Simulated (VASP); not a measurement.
Level of theory: PBE GGA, VASP's PBE PAW potentials (set 64) (plane waves; VASP 6.6.1).

The input files of a VASP run:

### POSCAR
```
Zn4SSe3
5.6594390
  1.0000000800   0.0000000000   0.0000000000
  0.0000000000   1.0000000800   0.0000000000
  0.0000000000   0.0000000000   1.0000000800
Zn Se S
4 3 1
Direct
  0.0065178674   0.9934821326   0.9934821326
  0.4934821326   0.5065178674   0.9934821326
  0.4934821326   0.9934821326   0.5065178674
  0.0065178674   0.5065178674   0.5065178674
  0.2500000000   0.2500000000   0.2500000000
  0.7500000000   0.7500000000   0.2500000000
  0.7500000000   0.2500000000   0.7500000000
  0.2500000000   0.7500000000   0.7500000000
```

KPOINTS:
```
k-points along high-symmetry lines
15
Line-mode
Reciprocal
  0.000000   0.000000   0.000000 ! GAMMA
  0.000000   0.500000   0.000000 ! X

  0.000000   0.500000   0.000000 ! X
  0.500000   0.500000   0.000000 ! M

  0.500000   0.500000   0.000000 ! M
  0.000000   0.000000   0.000000 ! GAMMA

  0.000000   0.000000   0.000000 ! GAMMA
  0.500000   0.500000   0.500000 ! R

  0.500000   0.500000   0.500000 ! R
  0.000000   0.500000   0.000000 ! X

  0.500000   0.500000   0.500000 ! R
  0.500000   0.500000   0.000000 ! M
```

### INCAR
```
PREC = Accurate
NELM = 100
LCHARG = .FALSE.
LREAL = .FALSE.
ISMEAR = 0
GGA = PE   ! PBE
LWAVE = .FALSE.
LMAXMIX = 4   ! l cut-off of mixed one-centre charges
ALGO = Normal   ! blocked Davidson
SIGMA = 0.05   ! width (eV)
ENCUT = 400
SYSTEM = Zn4SSe3
ICHARG = 11
LASPH = .TRUE.   ! aspherical one-centre terms
EDIFF = 1E-6
```

POTCAR, in this order: Zn Se S (PBE.64 set). Program: vasp_std. Read from the step before: CHGCAR.

The run wrote:

OSZICAR:
```
       N       E                     dE             d eps       ncg     rms          rms(c)
DAV:   1     0.499426506901E+03    0.49943E+03   -0.28933E+04  7740   0.163E+03
DAV:   2     0.366718953782E+02   -0.46275E+03   -0.45093E+03  7938   0.384E+02
DAV:   3    -0.216861764953E+02   -0.58358E+02   -0.57428E+02  8762   0.133E+02
DAV:   4    -0.237724502021E+02   -0.20863E+01   -0.20795E+01  8881   0.244E+01
DAV:   5    -0.237976548389E+02   -0.25205E-01   -0.25191E-01  8816   0.249E+00
DAV:   6    -0.237981577020E+02   -0.50286E-03   -0.50280E-03  8895   0.348E-01
DAV:   7    -0.237981720125E+02   -0.14310E-04   -0.14309E-04  8869   0.575E-02
DAV:   8    -0.237981725105E+02   -0.49804E-06   -0.49810E-06  7957   0.109E-02
   1 F= -.23798173E+02 E0= -.23798173E+02  d E =-.503764E-16
```

### OUTCAR
```
 val. band max:        1.4864445972   @ k =   0.0000   0.0000   0.0000

 cond. band min:       2.8027378709   @ k =   0.0000   0.0000   0.0000



 k-point     1 :       0.0000    0.0000    0.0000
  band No.  band energies     occupation
      1     -11.5665      2.00000
      2     -10.5696      2.00000
      3     -10.5180      2.00000
      4     -10.5180      2.00000
      5      -4.9324      2.00000
      6      -4.9324      2.00000
      7      -4.9324      2.00000
      8      -4.8809      2.00000
      9      -4.8809      2.00000
     10      -4.8809      2.00000
     11      -4.6763      2.00000
     12      -4.6763      2.00000
     13      -4.6763      2.00000
     14      -4.6585      2.00000
     15      -4.6585      2.00000
     16      -4.6585      2.00000
     17      -4.5547      2.00000
     18      -4.5547      2.00000
     19      -4.5032      2.00000
     20      -4.5032      2.00000
     21      -4.5032      2.00000
     22      -4.3891      2.00000
     23      -4.3891      2.00000
     24      -4.3495      2.00000
     25      -3.1211      2.00000
     26      -3.1211      2.00000
     27      -3.1211      2.00000
     28      -0.7414      2.00000
     29      -0.7414      2.00000
     30      -0.7414      2.00000
     31      -0.5187      2.00000
     32      -0.5187      2.00000
     33      -0.5187      2.00000
     34       1.4864      2.00000
     35       1.4864      2.00000
     36       1.4864      2.00000
     37       2.8027      0.00000
     38       4.5038      0.00000
     39       4.5038      0.00000
     40       4.8538      0.00000
     41       5.0626      0.00000
     42       5.0626      0.00000
     43       5.0626      0.00000

 k-point     2 :       0.0000    0.0357    0.0000
  band No.  band energies     occupation
      1     -11.5637      2.00000
      2     -10.5709      2.00000
      3     -10.5206      2.00000
      4     -10.5180      2.00000
      5      -4.9325      2.00000
      6      -4.9316      2.00000
...
```

The density is held fixed in this step, so its total energy and stress have no physical meaning.

The structure was generated: Zn4SSe3 was put into an ordered model structure (P-43m), which need not be its known phase. It was relaxed first.
